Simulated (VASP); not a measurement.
**InSe: how cutoff and mesh change the relaxed cell**

How far does the relaxed cell of InSe depend on cutoff and k mesh? The starting structure is a computed structure from the Materials Project. The first relaxation on each setting starts from this cell expanded by 3 % in volume.

Method: Kohn-Sham DFT with plane waves and PAW; PBEsol, in VASP 6.6.1.

## (1) Starting point

It takes space group P6_3/mmc (No. 194, hexagonal). The conventional cell has a = 4.042 Å, b = 4.042 Å, c = 17.428 Å, α = 90.00°, β = 90.00°, γ = 120.00°. Nearest to In lie 3 Se at 2.65 Å and 1 In at 2.80 Å. Se has 3 In at 2.65 Å nearest. Farther neighbours and most contacts between anions are not listed.

## (2) Reference relaxation

This run starts from the cell of an earlier relaxation, which isn't shown; the restart sets up the plane waves anew.

File INCAR:

```
SYSTEM = InSe
PREC = Accurate
ENCUT = 450
EDIFF = 1E-06
NELM = 100
ISMEAR = 0
SIGMA = 0.03
LREAL = .FALSE.
ALGO = Normal
GGA = PS
NBANDS = 47
LORBIT = 11
LWAVE = .FALSE.
LCHARG = .FALSE.
KPAR = 8
IBRION = 2
NSW = 50
ISIF = 3
EDIFFG = -0.006
```

File POSCAR:

```
InSe
1.0
    4.0101697006      0.0000000000      0.0000000000
   -2.0050848502      3.4729088342      0.0000000000
    0.0000000000      0.0000000000     16.9789946670
In Se
4 4
Direct
    0.3333333333      0.6666666667      0.1682020360
    0.6666666667      0.3333333333      0.6682020360
    0.6666666667      0.3333333333      0.8317979640
    0.3333333333      0.6666666667      0.3317979640
    0.3333333333      0.6666666667      0.9071468960
    0.6666666667      0.3333333333      0.4071468960
    0.6666666667      0.3333333333      0.0928531040
    0.3333333333      0.6666666667      0.5928531040
```

File KPOINTS:

```
Automatic mesh
0
Gamma
6 6 2
0 0 0
```

The projector-augmented-wave data sets are In_d and Se (PBE family, release 64).

Run with:

```bash
$ mpirun -np 8 vasp_std
```

What it wrote:

```text
[banner, memory and clock lines left out]
running    8 mpi-ranks, on    1 nodes
 distrk:  each k-point on    1 cores,    8 groups
 distr:  one band on    1 cores,    1 groups

 POSCAR found type information on POSCAR InSe
 POSCAR found :  2 types and       8 ions
|                                                                             |
|           W    W    AA    RRRRR   N    N  II  N    N   GGGG   !!!           |
|           W    W   A  A   R    R  NN   N  II  NN   N  G    G  !!!           |
|           W    W  A    A  R    R  N N  N  II  N N  N  G       !!!           |
|           W WW W  AAAAAA  RRRRR   N  N N  II  N  N N  G  GGG   !            |
|           WW  WW  A    A  R   R   N   NN  II  N   NN  G    G                |
|           W    W  A    A  R    R  N    N  II  N    N   GGGG   !!!           |
|                                                                             |
|     For optimal performance we recommend to set                             |
|       NCORE = 2 up to number-of-cores-per-socket                            |
|     NCORE specifies how many cores store one orbital (NPAR=cpu/NCORE).      |
|     This setting can greatly improve the performance of VASP for DFT.       |
|     The default, NCORE=1 might be grossly inefficient on modern             |
|     multi-core architectures or massively parallel machines. Do your        |
|     Unfortunately you need to use the default for GW and RPA                |
|     calculations (for HF NCORE is supported but not extensively tested      |
|     yet).                                                                   |
|                                                                             |

|                                                                             |
|               ----> ADVICE to this user running VASP <----                  |
|                                                                             |
|     You enforced a specific xc type in the INCAR file but a different       |
|     [... a line on the potential file left out ...]
|     I HOPE YOU KNOW WHAT YOU ARE DOING!                                     |
|                                                                             |

 LDA part: xc-table for (Slater+PW92), standard interpolation
 POSCAR, INCAR and KPOINTS ok, starting setup
 FFT: planning ... GRIDC
 FFT: planning ... GRID_SOFT
 FFT: planning ... GRID
 WAVECAR not read
 entering main loop
       N       E                     dE             d eps       ncg     rms          rms(c)
DAV:   1     0.742466863713E+03    0.74247E+03   -0.31323E+04  1316   0.163E+03
DAV:   2     0.813276635593E+02   -0.66114E+03   -0.64293E+03  1323   0.437E+02
DAV:   3    -0.250442007084E+02   -0.10637E+03   -0.10232E+03  1621   0.189E+02
DAV:   4    -0.318582188769E+02   -0.68140E+01   -0.67686E+01  1576   0.483E+01
DAV:   5    -0.321100436951E+02   -0.25182E+00   -0.25167E+00  1652   0.916E+00    0.996E+00
DAV:   6    -0.312392401807E+02    0.87080E+00   -0.14590E+00  1756   0.170E+01    0.561E+00
DAV:   7    -0.311841237858E+02    0.55116E-01   -0.90751E-01  1932   0.596E+00    0.134E+00
DAV:   8    -0.311753571409E+02    0.87666E-02   -0.10072E-01  1930   0.316E+00    0.994E-01
DAV:   9    -0.311758648234E+02   -0.50768E-03   -0.16212E-02  1571   0.508E-01    0.402E-01
DAV:  10    -0.311757225547E+02    0.14227E-03   -0.16909E-03  2050   0.428E-01    0.188E-01
DAV:  11    -0.311758952868E+02   -0.17273E-03   -0.72783E-04  1800   0.163E-01    0.460E-02
DAV:  12    -0.311758859307E+02    0.93560E-05   -0.67287E-05  2060   0.614E-02    0.302E-02
DAV:  13    -0.311758933990E+02   -0.74683E-05   -0.16242E-05  1602   0.192E-02    0.508E-03
DAV:  14    -0.311758934325E+02   -0.33464E-07   -0.19443E-06  1003   0.176E-02
   1 F= -.31175893E+02 E0= -.31175893E+02  d E =-.311759E+02
 curvature:   0.00 expect dE= 0.000E+00 dE for cont linesearch  0.000E+00
 trial: gam= 0.00000 g(F)=  0.575E-06 g(S)=  0.601E-05 ort = 0.000E+00 (trialstep = 0.100E+01)
 search vector abs. value=  0.658E-05
 reached required accuracy - stopping structural energy minimisation
```

Run time: 23 s. Hardware: 8 MPI ranks of AMD EPYC 7R13 (Zen 3), shared host; peak memory 2.9 GiB.

The logs omit lines about the potential files and the build; timing stands in the text.

OUTCAR, selected parts (step 2):

```text
ion  position               nearest neighbor table
   1  0.333  0.667  0.168-   7 2.65   7 2.65   7 2.65   4 2.78
   2  0.667  0.333  0.668-   8 2.65   8 2.65   8 2.65   3 2.78
   3  0.667  0.333  0.832-   5 2.65   5 2.65   5 2.65   2 2.78
   4  0.333  0.667  0.332-   6 2.65   6 2.65   6 2.65   1 2.78
   5  0.333  0.667  0.907-   3 2.65   3 2.65   3 2.65
   6  0.667  0.333  0.407-   4 2.65   4 2.65   4 2.65
   7  0.667  0.333  0.093-   1 2.65   1 2.65   1 2.65
   8  0.333  0.667  0.593-   2 2.65   2 2.65   2 2.65

  LATTYP: Found a hexagonal cell.
 ALAT       =     4.0101697006
 C/A-ratio  =     4.2339840791

 Subroutine GETGRP returns: Found 24 space group operations
 (whereof 12 operations were pure point group operations)

The static configuration has the point symmetry D_3d.
 The point group associated with its full space group is D_6h.

 Found     14 irreducible k-points:

   k-points           NKPTS =     14   k-points in BZ     NKDIM =     14   number of bands    NBANDS=     47

   dimension x,y,z NGX =    28 NGY =   28 NGZ =  120
   dimension x,y,z NGXF=    56 NGYF=   56 NGZF=  240

   ENCUT  =  450.0 eV  33.07 Ry    5.75 a.u.   6.94  6.94 29.37*2*pi/ulx,y,z

   NELECT =      76.0000    total number of electrons

 k-points in reciprocal lattice and weights: Automatic mesh
   0.00000000  0.00000000  0.00000000       0.014
   0.16666667 -0.00000000  0.00000000       0.083
   0.33333333 -0.00000000  0.00000000       0.083
   0.50000000 -0.00000000  0.00000000       0.042
   0.16666667  0.16666667  0.00000000       0.083
   0.33333333  0.16666667  0.00000000       0.167
   0.33333333  0.33333333  0.00000000       0.028
   0.00000000  0.00000000  0.50000000       0.014
   0.16666667 -0.00000000  0.50000000       0.083
[...]
0.33333333  0.16666667  0.50000000       0.167
   0.33333333  0.33333333  0.50000000       0.028

 average (electrostatic) potential at core
       1 -97.1262       2 -97.1262       3 -97.1262       4 -97.1262       5 -54.1386
       6 -54.1386       7 -54.1386       8 -54.1386

 E-fermi :   3.9359

 k-point     1 :       0.0000    0.0000    0.0000
  band No.  band energies     occupation
    ...
     34       2.6721      2.00000
     35       2.6721      2.00000
     36       2.7517      2.00000
     37       2.7517      2.00000
     38       3.8087      2.00000
     39       4.2060      0.00000
     40       5.4622      0.00000
     41       5.8926      0.00000
     42       5.8953      0.00000
     43       8.0600      0.00000
    ...

 k-point     2 :       0.1667   -0.0000    0.0000
  band No.  band energies     occupation
    ...
     34       2.2802      2.00000
     35       2.3729      2.00000
     36       2.4921      2.00000
     37       2.7723      2.00000
     38       3.5901      2.00000
     39       5.4586      0.00000
     40       5.9653      0.00000
     41       6.4203      0.00000
     42       6.6999      0.00000
     43       7.3879      0.00000
    ...

 k-point     3 :       0.3333   -0.0000    0.0000
  band No.  band energies     occupation
    ...
     34       1.8556      2.00000
     35       1.8656      2.00000
     36       2.0323      2.00000
     37       2.6517      2.00000
     38       2.8061      2.00000
     39       5.2404      0.00000
     40       5.4893      0.00000
     41       5.8952      0.00000
     42       5.9118      0.00000
     43       7.3061      0.00000
    ...

  Total       -0.0151514     -0.0151514     -0.0231831     -0.0000000      0.0000000      0.0000000
  in kB       -0.1026584     -0.1026584     -0.1570772     -0.0000000      0.0000000      0.0000000
  external PRESSURE =      -0.1207980 kB  Pullay stress =       0.0000000 kB

  energy-cutoff  :      450.00
  volume of cell :      236.47
      direct lattice vectors                 reciprocal lattice vectors
     4.010169701  0.000000000  0.000000000     0.249366006  0.143971530  0.000000000
    -2.005084850  3.472908834  0.000000000     0.000000000  0.287943061  0.000000000
     0.000000000  0.000000000 16.978994667     0.000000000  0.000000000  0.058896302

 POSITION                                       TOTAL-FORCE (eV/Angst)
 -----------------------------------------------------------------------------------
     -0.00000      2.31527      2.85590         0.000000      0.000000      0.001621
      2.00508      1.15764     11.34540        -0.000000     -0.000000      0.001621
      2.00508      1.15764     14.12309        -0.000000     -0.000000     -0.001621
     -0.00000      2.31527      5.63360         0.000000      0.000000     -0.001621
     -0.00000      2.31527     15.40244        -0.000000      0.000000     -0.000593
      2.00508      1.15764      6.91294         0.000000      0.000000     -0.000593
      2.00508      1.15764      1.57655         0.000000      0.000000      0.000593
     -0.00000      2.31527     10.06605        -0.000000     -0.000000      0.000593
 -----------------------------------------------------------------------------------
    total drift:                               -0.000000      0.000000     -0.000000

  FREE ENERGIE OF THE ION-ELECTRON SYSTEM (eV)
  ---------------------------------------------------
  free  energy   TOTEN  =       -31.1758934325 eV

  energy  without entropy=      -31.1758934325  energy(sigma->0) =      -31.17589343

 reached required accuracy - stopping structural energy minimisation

 total charge
# of ion       s       p       d       tot
------------------------------------------
    1        0.858   0.674   9.885  11.417
    2        0.858   0.674   9.885  11.417
    3        0.858   0.674   9.885  11.417
    4        0.858   0.674   9.885  11.417
    5        1.474   2.324   0.023   3.821
    6        1.474   2.324   0.023   3.821
    7        1.474   2.324   0.023   3.821
    8        1.474   2.324   0.023   3.821
--------------------------------------------------
tot          9.330  11.991  39.630  60.951

[... 3 further parts left out ...]
```

The PAW data sets were made with PBE, which is usual practice but a small mismatch for other functionals. The run keeps the 24 symmetry operations of its start, so it cannot find a distortion of lower symmetry.

The reference relaxation ends at 29.558 Å³ an atom.

## (3) Relaxation with a cutoff of 240 eV

Against step 2 the input has ENCUT = 240. This run starts from the cell of an earlier relaxation, which isn't shown; the restart sets up the plane waves anew.

INCAR, as its differences from that of step 2:

```diff
@@ -2,3 +2,3 @@
 PREC = Accurate
-ENCUT = 450
+ENCUT = 240
 EDIFF = 1E-06
```

File POSCAR:

```
InSe
1.0
    4.0036771235      0.0000000000      0.0000000000
   -2.0018385616      3.4672860975      0.0000000000
    0.0000000000      0.0000000000     16.9518550682
In Se
4 4
Direct
    0.3333333333      0.6666666667      0.1681738804
    0.6666666667      0.3333333333      0.6681738804
    0.6666666667      0.3333333333      0.8318261196
    0.3333333333      0.6666666667      0.3318261196
    0.3333333333      0.6666666667      0.9074963807
    0.6666666667      0.3333333333      0.4074963807
    0.6666666667      0.3333333333      0.0925036193
    0.3333333333      0.6666666667      0.5925036193
```

KPOINTS is that of step 2.

Run with:

```bash
$ mpirun -np 8 vasp_std
```

What it wrote:

```text
[banner, memory and clock lines left out]
running    8 mpi-ranks, on    1 nodes
[...]
[... a notice as in an earlier step ...]

 [... a notice as in an earlier step ...]

 LDA part: xc-table for (Slater+PW92), standard interpolation
 POSCAR, INCAR and KPOINTS ok, starting setup
[...]
entering main loop
       N       E                     dE             d eps       ncg     rms          rms(c)
DAV:   1     0.548582530487E+03    0.54858E+03   -0.23014E+04  1364   0.102E+03
DAV:   2     0.287198381881E+02   -0.51986E+03   -0.50252E+03  1425   0.325E+02
DAV:   3    -0.298880107114E+02   -0.58608E+02   -0.57902E+02  1609   0.129E+02
DAV:   4    -0.320221211226E+02   -0.21341E+01   -0.21284E+01  1577   0.260E+01
[...]
DAV:  12    -0.311568782276E+02    0.80569E-05   -0.44949E-05  1849   0.491E-02    0.280E-02
DAV:  13    -0.311568838436E+02   -0.56160E-05   -0.14909E-05  1545   0.173E-02    0.478E-03
DAV:  14    -0.311568839337E+02   -0.90069E-07   -0.24948E-06  1049   0.186E-02
   1 F= -.31156884E+02 E0= -.31156884E+02  d E =-.311569E+02
[... from here on, the cycles between the ionic steps are left out ...]
   2 F= -.31158161E+02 E0= -.31158161E+02  d E =-.127674E-02
   3 F= -.31158834E+02 E0= -.31158834E+02  d E =-.194989E-02
   4 F= -.31158832E+02 E0= -.31158832E+02  d E =-.194832E-02
   5 F= -.31159291E+02 E0= -.31159291E+02  d E =-.458650E-03
   6 F= -.31159570E+02 E0= -.31159570E+02  d E =-.737303E-03
   7 F= -.31159828E+02 E0= -.31159828E+02  d E =-.258848E-03
   8 F= -.31160418E+02 E0= -.31160418E+02  d E =-.848782E-03
   9 F= -.31160752E+02 E0= -.31160752E+02  d E =-.118279E-02
  10 F= -.31161249E+02 E0= -.31161249E+02  d E =-.496654E-03
  11 F= -.31161432E+02 E0= -.31161432E+02  d E =-.679533E-03
  12 F= -.31161683E+02 E0= -.31161683E+02  d E =-.251324E-03
  13 F= -.31161685E+02 E0= -.31161685E+02  d E =-.252759E-03
  14 F= -.31161685E+02 E0= -.31161685E+02  d E =-.253070E-03
  15 F= -.31161703E+02 E0= -.31161703E+02  d E =-.183526E-04
 trial-energy change:   -0.000018  1 .order   -0.000016   -0.000049    0.000017
 step:   0.8262(harm=  0.8262)  dis= 0.00018  next Energy=   -31.161703 (dE=-0.180E-04)
 reached required accuracy - stopping structural energy minimisation
```

The job ended after 63 s (8 MPI ranks; peak memory 1.7 GiB).

OUTCAR, selected parts (step 3):

```text
  Total       -0.0203354     -0.0203354     -0.0029386     -0.0000000      0.0000000      0.0000000
  in kB       -0.1404927     -0.1404927     -0.0203020     -0.0000000      0.0000000      0.0000000
  external PRESSURE =      -0.1004291 kB  Pullay stress =       0.0000000 kB

 POSITION                                       TOTAL-FORCE (eV/Angst)
 -----------------------------------------------------------------------------------
     -0.00000      2.30668      2.80887         0.000000      0.000000     -0.003264
      1.99764      1.15334     11.19676        -0.000000      0.000000     -0.003264
      1.99764      1.15334     13.96691        -0.000000      0.000000      0.003264
     -0.00000      2.30668      5.57902        -0.000000     -0.000000      0.003264
     -0.00000      2.30668     15.25225         0.000000     -0.000000     -0.002193
      1.99764      1.15334      6.86436         0.000000     -0.000000     -0.002193
      1.99764      1.15334      1.52353        -0.000000     -0.000000      0.002193
     -0.00000      2.30668      9.91142         0.000000     -0.000000      0.002193
 -----------------------------------------------------------------------------------
    total drift:                               -0.000000      0.000000      0.000000

  FREE ENERGIE OF THE ION-ELECTRON SYSTEM (eV)
  ---------------------------------------------------
  free  energy   TOTEN  =       -31.1617033000 eV

  energy  without entropy=      -31.1617033000  energy(sigma->0) =      -31.16170330

[... 2 parts as in an earlier step ...]

[... 2 further parts left out ...]
[key lines of the parts left out:]
E-fermi :   4.1471
```

Logs of long relaxations may skip ionic steps without a mark.

With a cutoff of 240 eV the cell ends at 28.988 Å³ an atom, -1.93 % from the reference, a by -0.4 % and c by -1.2 %, and since the restart alone still moved it by -1.5 % it may not have settled.

## (4) Relaxation with a 4×4×1 mesh

Against step 2 the input has a 4×4×1 mesh (also changed: KPAR and NCORE). This run starts from the cell of an earlier relaxation, which isn't shown; the restart sets up the plane waves anew.

INCAR, as its differences from that of step 3:

```diff
@@ -2,3 +2,3 @@
 PREC = Accurate
-ENCUT = 240
+ENCUT = 450
 EDIFF = 1E-06
@@ -14,3 +14,4 @@
 LCHARG = .FALSE.
-KPAR = 8
+KPAR = 2
+NCORE = 4
 IBRION = 2
```

File POSCAR:

```
InSe
1.0
    4.0225402788      0.0000000000      0.0000000000
   -2.0112701393      3.4836220692      0.0000000000
    0.0000000000      0.0000000000     17.0588063498
In Se
4 4
Direct
    0.3333333333      0.6666666667      0.1686176754
    0.6666666667      0.3333333333      0.6686176754
    0.6666666667      0.3333333333      0.8313823246
    0.3333333333      0.6666666667      0.3313823246
    0.3333333333      0.6666666667      0.9059929880
    0.6666666667      0.3333333333      0.4059929880
    0.6666666667      0.3333333333      0.0940070120
    0.3333333333      0.6666666667      0.5940070120
```

File KPOINTS:

```
Automatic mesh
0
Gamma
4 4 1
0 0 0
```

Run with:

```bash
$ mpirun -np 8 vasp_std
```

What it wrote:

```text
[banner, memory and clock lines left out]
running    8 mpi-ranks, on    1 nodes
[...]
[... a notice as in an earlier step ...]

 LDA part: xc-table for (Slater+PW92), standard interpolation
 POSCAR, INCAR and KPOINTS ok, starting setup
[...]
entering main loop
       N       E                     dE             d eps       ncg     rms          rms(c)
DAV:   1     0.737142695108E+03    0.73714E+03   -0.31587E+04   376   0.163E+03
DAV:   2     0.788384578977E+02   -0.65830E+03   -0.63929E+03   376   0.439E+02
DAV:   3    -0.249960864755E+02   -0.10383E+03   -0.99374E+02   473   0.189E+02
DAV:   4    -0.317609373544E+02   -0.67649E+01   -0.67296E+01   456   0.471E+01
[...]
DAV:  13    -0.309971238218E+02   -0.99928E-05   -0.22111E-05   504   0.250E-02    0.187E-02
DAV:  14    -0.309971248873E+02   -0.10656E-05   -0.49248E-06   384   0.245E-02    0.294E-03
DAV:  15    -0.309971251192E+02   -0.23187E-06   -0.56738E-07   304   0.604E-03
   1 F= -.30997125E+02 E0= -.30997125E+02  d E =-.309971E+02
[...]
reached required accuracy - stopping structural energy minimisation
```

It took 6.8 s on 8 MPI ranks; peak memory 1.2 GiB; 50 s of CPU time.

From OUTCAR (step 4):

```text
  Total        0.0081276      0.0081276      0.0030749      0.0000000     -0.0000000      0.0000000
  in kB        0.0544744      0.0544744      0.0206093      0.0000000     -0.0000000      0.0000000
  external PRESSURE =       0.0431860 kB  Pullay stress =       0.0000000 kB

 POSITION                                       TOTAL-FORCE (eV/Angst)
 -----------------------------------------------------------------------------------
     -0.00000      2.32241      2.87642         0.000000     -0.000000     -0.001233
      2.01127      1.16121     11.40582        -0.000000      0.000000     -0.001233
      2.01127      1.16121     14.18239        -0.000000      0.000000      0.001233
     -0.00000      2.32241      5.65299         0.000000     -0.000000      0.001233
     -0.00000      2.32241     15.45516        -0.000000      0.000000     -0.003311
      2.01127      1.16121      6.92576        -0.000000      0.000000     -0.003311
      2.01127      1.16121      1.60365        -0.000000      0.000000      0.003311
     -0.00000      2.32241     10.13305        -0.000000      0.000000      0.003311
 -----------------------------------------------------------------------------------
    total drift:                               -0.000000      0.000000      0.000000

  FREE ENERGIE OF THE ION-ELECTRON SYSTEM (eV)
  ---------------------------------------------------
  free  energy   TOTEN  =       -30.9971251192 eV

  energy  without entropy=      -30.9971251192  energy(sigma->0) =      -30.99712512

[... 1 part as in an earlier step ...]

[... 3 further parts left out ...]
[key lines of the parts left out:]
E-fermi :   3.8972
```

With a 4×4×1 mesh the cell ends at 29.881 Å³ an atom, +1.09 % from the reference.

[end of part 1 of 2]

[Lines on the potential files, build, host, timing and source positions are cut from VASP's logs without a mark.]

[Logs are printed without paths, hosts, clocks, repeated set-up lines and the standing remarks that a program may print on its own settings, such as how far it seeks lower states.]

[Hosts, paths, dates, database ids (printed as entryN), source tags and the programs' standing remarks are cut or masked in the printed files.]
